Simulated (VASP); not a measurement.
# NaY (Pm-3m) in VASP: a series of runs, part 2 of 2

VASP 6.6.1.

## Step 3: Relaxation of cell and atoms, PBE, spin-orbit coupling, no magnetisation

Contents of INCAR:

```
SYSTEM = NaY
  PREC = Accurate
  ENCUT = 600
  EDIFF = 1E-6
  ISMEAR = -1
  SIGMA = 0.05
  LREAL = .False.
  LASPH = .True.
  NELM = 100
  ALGO = Normal
  ISIF = 3
  LWAVE = .False.
  LCHARG = .False.
  MAGMOM = 0 0 0 0 0 0
  LORBIT = 11
  LSORBIT = .True.
  GGA_COMPAT = .False.
  LMAXMIX = 4
  GGA = PE
  IBRION = 2
  NSW = 40
  EDIFFG = -0.02
```

Contents of KPOINTS:

```
regular mesh
0
Gamma
  5 5 5
  0 0 0
```

Contents of POSCAR:

```
NaY
1.0
    4.0118800000      0.0000000000      0.0000000000
    0.0000000000      4.0118800000      0.0000000000
    0.0000000000      0.0000000000      4.0118800000
Na Y
1 1
Direct
    0.0000000000      0.0000000000      0.0000000000
    0.5000000000      0.5000000000      0.5000000000
```

Potentials or basis: VASP PAW PBE potentials, release 64 (Na_pv, Y_sv).

Command:

```bash
$ cat potpaw_PBE.64/Na_pv/POTCAR potpaw_PBE.64/Y_sv/POTCAR > POTCAR
$ mpirun -np 1 vasp_ncl > vasp.out
```

OUTCAR:

```text
SYSTEM = NaY
   PREC = Accurate
   ENCUT = 600
   EDIFF = 1E-6
   ISMEAR = -1
   LREAL = .False.
   LASPH = .True.
   NELM = 100
   ISIF = 3
   LORBIT = 11
   LSORBIT = .True.
   GGA = PE
   IBRION = 2
   NSW = 40
   EDIFFG = -0.02

 ion  position               nearest neighbor table
   1  0.000  0.000  0.000-   2 3.47   2 3.47   2 3.47   2 3.47   2 3.47   2 3.47   2 3.47   2 3.47

   2  0.500  0.500  0.500-   1 3.47   1 3.47   1 3.47   1 3.47   1 3.47   1 3.47   1 3.47   1 3.47

  LATTYP: Found a simple cubic cell.
 ALAT       =     4.0118800000

  Lattice vectors:

 A1 = (   4.0118800000,   0.0000000000,   0.0000000000)
 A2 = (   0.0000000000,   4.0118800000,   0.0000000000)
 A3 = (   0.0000000000,   0.0000000000,   4.0118800000)

Analysis of symmetry for initial positions (statically):
=====================================================================
 Subroutine PRICEL returns:
 Original cell was already a primitive cell.

 Routine SETGRP: Setting up the symmetry group for a
 simple cubic supercell.

 Subroutine GETGRP returns: Found 48 space group operations
 (whereof 48 operations were pure point group operations)
 out of a pool of 48 trial point group operations.

The static configuration has the point symmetry O_h .

Analysis of symmetry for dynamics (positions and initial velocities):
=====================================================================
 Subroutine PRICEL returns:
 Original cell was already a primitive cell.

 Routine SETGRP: Setting up the symmetry group for a
 simple cubic supercell.

 Subroutine GETGRP returns: Found 48 space group operations
 (whereof 48 operations were pure point group operations)
 out of a pool of 48 trial point group operations.

The dynamic configuration has the point symmetry O_h .

Analysis of structural, dynamic, and magnetic symmetry:
=====================================================================
 Subroutine PRICEL returns:
 Original cell was already a primitive cell.

 Routine SETGRP: Setting up the symmetry group for a
 simple cubic supercell.

 Subroutine GETGRP returns: Found 48 space group operations
 (whereof 48 operations were pure point group operations)
 out of a pool of 48 trial point group operations.

The overall configuration has the point symmetry O_h .

 Subroutine INISYM returns: Found 48 space group operations
 (whereof 48 operations are pure point group operations),
 and found     1 'primitive' translations

----------------------------------------------------------------------------------------

                                     Primitive cell

  volume of cell :      64.5719

  direct lattice vectors                    reciprocal lattice vectors
[... 119 lines left out ...]
  ---------------------------------------------------
  free energy    TOTEN  =        -6.97010887 eV

  energy without entropy =       -6.95030828  energy(sigma->0) =       -6.96020857

 E-fermi :   1.8750     XC(G=0):  -8.3249

 val. band max:        1.8739162203   @ k =   0.2000   0.2000   0.0000
 cond. band min:       1.9551531718   @ k =   0.2000   0.2000   0.0000
 fundamental gap:      0.0812369514
 Fermi energy:         1.8749572926

 k-point     1 :       0.0000    0.0000    0.0000
  band No.  band energies     occupation
      1     -41.7347      1.00000
      2     -41.7347      1.00000
      3     -22.5881      1.00000
      4     -22.5881      1.00000
      5     -21.8819      1.00000
      6     -21.8819      1.00000
[... 279 lines left out ...]
     25       4.0975      0.00000
     26       4.0975      0.00000

------------------------ aborting loop because EDIFF is reached ----------------------------------------

  FORCE on cell =-STRESS in cart. coord.  units (eV):
  Direction    XX          YY          ZZ          XY          YZ          ZX
  --------------------------------------------------------------------------------------
  -------------------------------------------------------------------------------------
  Total       -0.0228524     -0.0228524     -0.0228524      0.0000000      0.0000000      0.0000000
  in kB       -0.5670207     -0.5670207     -0.5670207      0.0000000      0.0000000      0.0000000
  external PRESSURE =      -0.5670207 kB  Pullay stress =       0.0000000 kB

 VOLUME and BASIS-vectors are now :
 -----------------------------------------------------------------------------
  energy-cutoff  :      600.00
  volume of cell :       64.57
      direct lattice vectors                 reciprocal lattice vectors
     4.011880000  0.000000000  0.000000000     0.249259699  0.000000000  0.000000000
     0.000000000  4.011880000  0.000000000     0.000000000  0.249259699  0.000000000
     0.000000000  0.000000000  4.011880000     0.000000000  0.000000000  0.249259699

 POSITION                                       TOTAL-FORCE (eV/Angst)
 -----------------------------------------------------------------------------------
      0.00000      0.00000      0.00000         0.000000      0.000000      0.000000
      2.00594      2.00594      2.00594         0.000000      0.000000      0.000000
 -----------------------------------------------------------------------------------
    total drift:                                0.000000     -0.000000     -0.000000

  FREE ENERGIE OF THE ION-ELECTRON SYSTEM (eV)
  ---------------------------------------------------
  free  energy   TOTEN  =        -6.9701088686 eV

  energy  without entropy=       -6.9503082798  energy(sigma->0) =       -6.96020857

 reached required accuracy - stopping structural energy minimisation

 Spin-Orbit-Coupling matrix elements

 Ion:    1  E_soc:     -0.0006995
 l=   1
     0.0000000    -0.0001166    -0.0001166
    -0.0001166     0.0000000    -0.0001166
    -0.0001166    -0.0001166     0.0000000
 l=   2
     0.0000000     0.0000000     0.0000000     0.0000000     0.0000000
     0.0000000     0.0000000     0.0000000     0.0000000     0.0000000
     0.0000000     0.0000000     0.0000000     0.0000000     0.0000000
     0.0000000     0.0000000     0.0000000     0.0000000     0.0000000
     0.0000000     0.0000000     0.0000000     0.0000000     0.0000000
 l=   3
     0.0000000     0.0000000     0.0000000     0.0000000     0.0000000     0.0000000     0.0000000
     0.0000000     0.0000000     0.0000000     0.0000000     0.0000000     0.0000000     0.0000000
     0.0000000     0.0000000     0.0000000     0.0000000     0.0000000     0.0000000     0.0000000
     0.0000000     0.0000000     0.0000000     0.0000000     0.0000000     0.0000000     0.0000000
     0.0000000     0.0000000     0.0000000     0.0000000     0.0000000     0.0000000     0.0000000
     0.0000000     0.0000000     0.0000000     0.0000000     0.0000000     0.0000000     0.0000000
     0.0000000     0.0000000     0.0000000     0.0000000     0.0000000     0.0000000     0.0000000

 Ion:    2  E_soc:     -0.0976550
 l=   1
     0.0000000    -0.0160016    -0.0160016
    -0.0160016     0.0000000    -0.0160016
    -0.0160016    -0.0160016     0.0000000
 l=   2
     0.0000000    -0.0000526     0.0000000    -0.0000526    -0.0002217
    -0.0000526     0.0000000    -0.0001662    -0.0000526    -0.0000554
     0.0000000    -0.0001662     0.0000000    -0.0001662     0.0000000
    -0.0000526    -0.0000526    -0.0001662     0.0000000    -0.0000554
    -0.0002217    -0.0000554     0.0000000    -0.0000554     0.0000000
 l=   3
     0.0000000    -0.0000000     0.0000000     0.0000000     0.0000000    -0.0000000     0.0000000
    -0.0000000     0.0000000    -0.0000000     0.0000000    -0.0000000    -0.0000000    -0.0000000
     0.0000000    -0.0000000     0.0000000     0.0000000    -0.0000000     0.0000000     0.0000000
     0.0000000     0.0000000     0.0000000     0.0000000     0.0000000     0.0000000     0.0000000
     0.0000000    -0.0000000    -0.0000000     0.0000000     0.0000000     0.0000000     0.0000000
    -0.0000000    -0.0000000     0.0000000     0.0000000     0.0000000     0.0000000    -0.0000000
     0.0000000    -0.0000000     0.0000000     0.0000000     0.0000000    -0.0000000     0.0000000

 total charge

# of ion       s       p       d       f       tot
--------------------------------------------------
    1        0.136   5.988   0.000   0.000   6.124
    2        2.277   6.133   0.785   0.002   9.197
--------------------------------------------------
tot          2.413  12.121   0.785   0.002  15.321

 magnetization (x)

# of ion       s       p       d       f       tot
--------------------------------------------------
    1       -0.000   0.000   0.000   0.000  -0.000
    2        0.000   0.000  -0.000   0.000  -0.000
--------------------------------------------------
tot         -0.000   0.000  -0.000   0.000  -0.000

 magnetization (y)

# of ion       s       p       d       f       tot
--------------------------------------------------
    1        0.000   0.000   0.000   0.000   0.000
    2       -0.000  -0.000  -0.000   0.000  -0.000
--------------------------------------------------
tot         -0.000  -0.000  -0.000   0.000  -0.000

 magnetization (z)

# of ion       s       p       d       f       tot
--------------------------------------------------
    1        0.000   0.000   0.000   0.000   0.000
    2        0.000   0.000   0.000   0.000   0.000
--------------------------------------------------
tot          0.000   0.000   0.000   0.000   0.000
```

CONTCAR:

```text
NaY
   1.00000000000000
     4.0118799999999997    0.0000000000000000    0.0000000000000000
     0.0000000000000000    4.0118799999999997    0.0000000000000000
     0.0000000000000000    0.0000000000000000    4.0118799999999997
  Na              Y
     1     1
Direct
     0.0000000000000000    0.0000000000000000    0.0000000000000000
     0.5000000000000000    0.5000000000000000    0.5000000000000000

  0.00000000E+00  0.00000000E+00  0.00000000E+00
  0.00000000E+00  0.00000000E+00  0.00000000E+00
```

Run time: 28 s. Hardware: 1 thread of Intel Xeon 6975P-C (Granite Rapids), shared host; peak memory 0.31 GiB.

What came out:

- Free energy: -6.9701 eV
- Pressure after relaxing: -0.1 GPa
- Valence electrons inside the program's atomic spheres: Na 6.12; Y 9.20

Final structure:
```xyz
2
Lattice="4.0119 0.0000 0.0000 0.0000 4.0119 0.0000 0.0000 0.0000 4.0119" Properties=species:S:1:pos:R:3 pbc="T T T"
Na    0.0000    0.0000    0.0000
Y     2.0059    2.0059    2.0059
```

Caveat: the relaxation stopped at its first step, so nothing moved.

## Step 4: Relaxation of cell and atoms, PBE

Contents of INCAR:

```
PREC     = Accurate       # precision mode
ENCUT    = 600            # plane-wave cutoff, eV
EDIFF    = 1E-7           # SCF threshold, eV
ISMEAR   = 1              # smearing method
SIGMA    = 0.1            # smearing width, eV
LREAL    = False          # projectors in reciprocal space
LASPH    = True           # aspherical terms in the spheres
NELM     = 100            # most SCF steps
ALGO     = Fast           # electronic algorithm
ISIF     = 3              # what is computed and relaxed
LWAVE    = False          # write WAVECAR
LCHARG   = False          # write CHGCAR
GGA      = PE             # functional
IBRION   = 2              # ionic algorithm
NSW      = 40             # ionic steps
EDIFFG   = -0.01          # ionic threshold
```

Contents of KPOINTS:

```
regular mesh
0
Gamma
  7 7 7
```

POSCAR is that of step 3.

Command:

```bash
$ cat potpaw_PBE.64/Na_pv/POTCAR potpaw_PBE.64/Y_sv/POTCAR > POTCAR
$ mpirun -np 1 vasp_std > vasp.out
```

It took 24 s on 1 thread of Intel Xeon 6975P-C (Granite Rapids), shared host; peak memory 0.2 GiB.

Results (log left out):

| Property | Result |
| --- | --- |
| Free energy | -6.8886 eV |
| Pressure after relaxing | 0.0 GPa |
| Band gap on the k mesh | none (metal or under the smearing width) |

Final structure:
```
Na Y
1.0
     4.01188    0.00000    0.00000
     0.00000    4.01188    0.00000
     0.00000    0.00000    4.01188
Na Y
1 1
Direct
  0.00000 0.00000 0.00000
  0.50000 0.50000 0.50000
```

Levels at points of the mesh, in eV from the Fermi level:
| k point | band 7 | band 8 | band 9 | band 10 | band 11 | band 12 |
| --- | --- | --- | --- | --- | --- | --- |
| (0.00, 0.00, 0.00) | -23.47 | -4.20 | -0.16 | -0.16 | 2.80 | 2.80 |

Caveat: the relaxation stopped at its first step, so nothing moved.

## Step 5: Relaxation of the atoms, RPBE

Contents of INCAR:

```
ALGO = Fast
EDIFF = 1E-6
EDIFFG = -0.02
ENCUT = 520
GGA = RP
IBRION = 2
ISIF = 2
ISMEAR = 1
LASPH = True
LCHARG = False
LREAL = False
LWAVE = False
NELM = 80
NSW = 40
PREC = Accurate
SIGMA = 0.1
```

Contents of KPOINTS:

```
k-points
0
Gamma
  7 7 7
```

POSCAR is that of step 4.

Command:

```bash
$ cat potpaw_PBE.64/Na_pv/POTCAR potpaw_PBE.64/Y_sv/POTCAR > POTCAR
$ mpirun -np 1 vasp_std > vasp.out
```

It took 20 s on 1 thread of Intel Xeon 6975P-C (Granite Rapids), shared host; peak memory 0.18 GiB.

It converged, with:

| Quantity | Value |
| --- | --- |
| Free energy | -6.4305 eV |
| Pressure after relaxing | 1.1 GPa |
| Band gap on the k mesh | none (metal or under the smearing width) |

Final structure:
```xyz
2
Lattice="4.0119 0.0000 0.0000 0.0000 4.0119 0.0000 0.0000 0.0000 4.0119" Properties=species:S:1:pos:R:3 pbc="T T T"
Na    0.0000    0.0000    0.0000
Y     2.0059    2.0059    2.0059
```

Levels at points of the mesh, in eV from the Fermi level:
```
           k point  band 7  band 8  band 9  band 10  band 11  band 12
(0.00, 0.00, 0.00)  -23.51   -4.19   -0.17    -0.17     2.82     2.82
```

Caveat: the relaxation stopped at its first step, so nothing moved; the PAW data sets were made with another functional, which shifts forces and pressure a little.

## Step 6: Relaxation of cell and atoms, PBE, target pressure 2 GPa, at which the enthalpy is minimised

Contents of INCAR:

```
SYSTEM = NaY
  PREC = Accurate
  ENCUT = 600
  EDIFF = 1E-6
  ISMEAR = -1
  SIGMA = 0.05
  LREAL = .False.
  LASPH = .True.
  NELM = 60
  ALGO = Normal
  ISIF = 3
  LWAVE = .False.
  LCHARG = .False.
  GGA = PE
  IBRION = 2
  NSW = 40
  EDIFFG = -0.005
  PSTRESS = 20
```

Contents of KPOINTS:

```
regular mesh
0
Gamma
  7 7 7
  0 0 0
```

POSCAR is that of step 5.

Potentials or basis: VASP PAW PBE potentials, release 64 (Na_pv, Y_sv).

Command:

```bash
$ cat potpaw_PBE.64/Na_pv/POTCAR potpaw_PBE.64/Y_sv/POTCAR > POTCAR
$ mpirun -np 1 vasp_std > vasp.out
```

Run time: 50 s. Hardware: 1 thread of Intel Xeon 6975P-C (Granite Rapids), shared host; peak memory 0.2 GiB.

It converged, with:

- Free energy: -6.8772 eV
- Relaxed volume: 30.06 Å³/atom
- Relaxed cell: a = 3.917 Å, b = 3.917 Å, c = 3.917 Å, α = 90.00°, β = 90.00°, γ = 90.00°
- Space group after relaxing (to 0.05 Å): Pm-3m (No. 221)
- Energy change on relaxing (the enthalpy is what falls): +13.0 meV/atom
- Ionic steps: 12
- Pressure after relaxing: 2.0 GPa
- Band gap on the k mesh: none (metal or under the smearing width)

Step by step:
| step | energy change (eV) | largest force (eV/Å) | pressure (GPa) | volume (Å³) |
| --- | --- | --- | --- | --- |
| 1 | 0.0000 | 0.0000 | 0.01 | 64.57 |
| 2 | 0.0173 | 0.0000 | 1.57 | 60.89 |
| 3 | 0.0267 | 0.0000 | 2.04 | 60.05 |
| 4 | 0.0256 | 0.0000 | 1.95 | 60.14 |
| 5 | 0.0256 | 0.0000 | 1.94 | 60.14 |
| 6 | 0.0257 | 0.0000 | 1.97 | 60.13 |
| 7 | 0.0257 | 0.0000 | 1.96 | 60.13 |
| 8 | 0.0257 | 0.0000 | 1.96 | 60.13 |
| 9 | 0.0257 | 0.0000 | 1.95 | 60.13 |
| 10 | 0.0258 | 0.0000 | 1.95 | 60.13 |
| 11 | 0.0258 | 0.0000 | 1.94 | 60.12 |
| 12 | 0.0259 | 0.0000 | 1.98 | 60.11 |

Final structure:
```yaml
crystal:
  lattice:
    - [3.91736, 0.00000, 0.00000]
    - [0.00000, 3.91736, 0.00000]
    - [0.00000, 0.00000, 3.91736]
  atoms:
    - { symbol: Na, position: [0.00000, 0.00000, 0.00000] }
    - { symbol: Y, position: [0.50000, 0.50000, 0.50000] }
```

Levels at points of the mesh, in eV from the Fermi level:
```
           k point  band 5  band 6  band 7  band 8  band 9  band 10  band 11  band 12  band 13
(0.00, 0.00, 0.00)  -23.28  -23.28  -23.28   -4.34   -0.22    -0.22     3.04     3.04     3.04
```

Caveat: the cell is relaxed towards a set pressure, so the enthalpy falls and the energy may rise.

## Step 7: For comparison

An earlier run on the cell as given: functional PBE; potentials or basis VASP PAW PBE potentials, release 64 (Na_pv, Y_sv); cutoff 520 eV; k mesh 7 × 7 × 7; occupations fermi-dirac, width 0.05 eV; no spin polarisation.

- Pressure: 0.0 GPa
- Band gap on the k mesh: none (metal or under the smearing width)

## Step 8: Overview

| task | level | spin | cell | k mesh | cutoff (eV) | smearing | target pressure | gap on the mesh (eV) | pressure (GPa) |
| --- | --- | --- | --- | --- | --- | --- | --- | --- | --- |
| relaxation of cell and atoms | PBE | off | relaxed | 5 × 5 × 5 | 600 | fermi-dirac 0.05 eV | - | none | -0.1 |
| relaxation of cell and atoms | PBE | SOC, no magnetisation | relaxed | 5 × 5 × 5 | 600 | fermi-dirac 0.05 eV | - | - | -0.1 |
| relaxation of cell and atoms | PBE | off | relaxed | 7 × 7 × 7 | 600 | methfessel-paxton 0.1 eV | - | none | 0.0 |
| relaxation of the atoms | RPBE | off | atoms relaxed | 7 × 7 × 7 | 520 | methfessel-paxton 0.1 eV | - | none | 1.1 |
| relaxation of cell and atoms | PBE | off | relaxed to 2 GPa | 7 × 7 × 7 | 600 | fermi-dirac 0.05 eV | 2 GPa | none | 2.0 |
| single point | PBE | off | as given | 7 × 7 × 7 | 520 | fermi-dirac 0.05 eV | - | none | 0.0 |

Alike in all rows: potentials or basis VASP PAW PBE potentials, release 64 (Na_pv, Y_sv).

Caveats: the relaxation stopped at its first step, so nothing moved (some runs); the PAW data sets were made with another functional, which shifts forces and pressure a little (some runs); the cell is relaxed towards a set pressure, so the enthalpy falls and the energy may rise (some runs).

Absolute energies hang on the potentials; compare differences alone.
